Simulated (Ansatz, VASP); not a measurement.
Si in VASP and in Ansatz

The input INCAR:

```
  PREC = Accurate
  ENCUT = 520
  EDIFF = 1E-6
  ISMEAR = 0
  SIGMA = 0.05
  LREAL = False
  LASPH = True
  NELM = 100
  ALGO = Normal
  ISIF = 2
  LWAVE = False
  LCHARG = False
  GGA = CA
  NBANDS = 11
```

The input KPOINTS:

```
Automatic mesh
0
Gamma
  12 12 12
```

The input POSCAR:

```
Si
1.0
    0.0000000000      2.6755721333      2.4877469695
    2.6755721333      0.0000000000      2.4877469695
    2.6755721333      2.6755721333      0.0000000000
Si
2
Direct
    0.5000000000      0.5000000000      0.5000000000
    0.7500000000      0.7500000000      0.7500000000
```

Input for Ansatz:

```yaml
crystal:
  lattice:
    - [0.0, 2.6755721333, 2.4877469695]
    - [2.6755721333, 0.0, 2.4877469695]
    - [2.6755721333, 2.6755721333, 0.0]
  atoms:
    - { symbol: Si, position: [0.5, 0.5, 0.5] }
    - { symbol: Si, position: [0.75, 0.75, 0.75] }
basis:
  ecutwfc: 420
kpoints:
  mp_grid: { grid: [12, 12, 12] }
hamiltonian:
  xc: lda
  pseudopotentials: { kind: paw, azcp: { folder: soft_1 } }
scf:
  occupations: { method: gaussian, width: 0.05 }
output:
  forces: true
  stress: true
  eigenvalues: true
```

Alike in both runs: task single point; functional LDA; k mesh 12 × 12 × 12; occupations gaussian, width 0.05 eV; no spin polarisation.

|  | VASP | Ansatz |
| --- | --- | --- |
| version | VASP 6.6.1 | Ansatz 0.2.0 |
| potentials or method | VASP PAW LDA potentials, release 64 (Si) | scalar-relativistic, plane waves, PAW |
| plane-wave cutoff (eV) | 520 | 420 |
| valence electrons in the cell | 8 | 8 |

Ansatz gave:

```
gap on the k mesh at the Fermi level (eV)       : none
pressure (GPa)                                  : 11.7
largest component of the traceless stress (GPa) : 3.43
```

**Question.** What did VASP give for the same quantities?

**Answer.** gap on the k mesh at the Fermi level (eV): none; pressure (GPa): 11.8; largest component of the traceless stress (GPa): 3.42.

A gap of «none» marks a metal or a gap that the smearing closes. Ansatz warned: «pseudo_functional_mismatch».
